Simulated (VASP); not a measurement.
Data:

```yaml
crystal:
  lattice:
    - [2.51926, 0.00000, 0.00000]
    - [0.00000, 2.51926, 0.00000]
    - [0.00000, 0.00000, 2.51926]
  atoms:
    - { symbol: Cr, position: [0.00000, 0.00000, 0.00000] }
    - { symbol: C, position: [0.50000, 0.50000, 0.50000] }
```

Level of theory: PBE GGA, VASP's PBE PAW potentials (set 64) (plane waves; VASP). Numerical set-up: 520 eV cut-off, Gaussian smearing of 0.050 eV, potentials Cr_pv C.

Problem. Give the energies of bands 5 to 11 at the high-symmetry points, in eV from the Fermi level.

Solution. 
```tsv
band	Γ	X	M	R
5	-3.37	-8.34	-4.67	-7.02
6	-3.37	-2.52	-4.67	-7.02
7	1.13	-2.36	-2.42	-6.34
8	1.13	-2.36	-0.23	2.38
9	1.13	1.33	-0.23	2.38
10	1.32	2.45	2.30	5.69
11	1.32	6.04	2.83	5.69
```

It has no gap at this level: it comes out as a metal or semimetal.

The structure was generated: CrC was put into the CsCl type type (Pm-3m), which need not be its known phase. It was relaxed first, which changed the volume by -27 %. The run is not spin-polarised, so no magnetic state was tried.
